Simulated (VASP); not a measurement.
**K2LiAlH6: single point with LDA**

The system is K2LiAlH6.

```xyz
10
Lattice="0.0000 3.7865 3.7865 3.7865 0.0000 3.7865 3.7865 3.7865 0.0000" Properties=species:S:1:pos:R:3 pbc="T T T"
K     5.6798    5.6798    5.6798
K     1.8933    1.8933    1.8933
Li    3.7865    3.7865    3.7865
Al    0.0000    0.0000    0.0000
H     1.7686    3.7865    3.7865
H     3.7865    5.8044    3.7865
H     5.8044    3.7865    3.7865
H     3.7865    1.7686    3.7865
H     3.7865    3.7865    1.7686
H     3.7865    3.7865    5.8044
```

The cell comes from a database or a generator and needn't be the stable form of this composition.

The cell isn't the ideal one: relaxed again under DFT LDA, scalar-relativistic, plane waves, PAW.

```json
{
  "Program": "VASP 6.6.1",
  "Task": "single point",
  "Functional": "LDA",
  "Potentials or basis": "VASP PAW LDA potentials, release 64 (K_sv, Li_sv, Al, H)",
  "Cutoff": "520 eV",
  "k mesh": "6 × 6 × 6",
  "Occupations": "gaussian, width 0.02 eV",
  "Spin": "no spin polarisation"
}
```

| Item | Value |
| --- | --- |
| Largest force | 0.005 eV/Å |
| Band gap on the k mesh | 2.33 eV, indirect (least direct gap 2.98 eV) |

Forces on the atoms (eV/Å):
```
K    0.000  0.000  0.000
K    0.000  0.000  0.000
Li   0.000  0.000  0.000
Al   0.000  0.000  0.000
H    0.005  0.000  0.000
H    0.000 -0.005  0.000
H   -0.005  0.000  0.000
H    0.000  0.005  0.000
H    0.000  0.000  0.005
H    0.000  0.000 -0.005
```

Levels at points of the mesh, in eV from the valence-band top:
| k point | band 12 | band 13 | band 14 | band 15 | band 16 | band 17 | band 18 | band 19 |
| --- | --- | --- | --- | --- | --- | --- | --- | --- |
| (0.00, 0.00, 0.00) | -3.07 | -3.07 | -0.65 | -0.65 | 2.33 | 5.30 | 5.30 | 5.30 |
| (0.50, 0.00, 0.00) | -2.42 | -2.42 | -1.35 | -1.35 | 3.03 | 4.06 | 5.95 | 5.95 |
| (0.50, 0.50, 0.00) | -2.69 | -2.69 | -2.43 | 0.00 | 3.40 | 4.75 | 4.75 | 5.49 |

Wall time 38 s on 1 thread of Intel(R) Xeon(R) Platinum 8488C (Sapphire Rapids) (shared host), peak memory 0.21 GiB.

 A k mesh can miss the band edges.
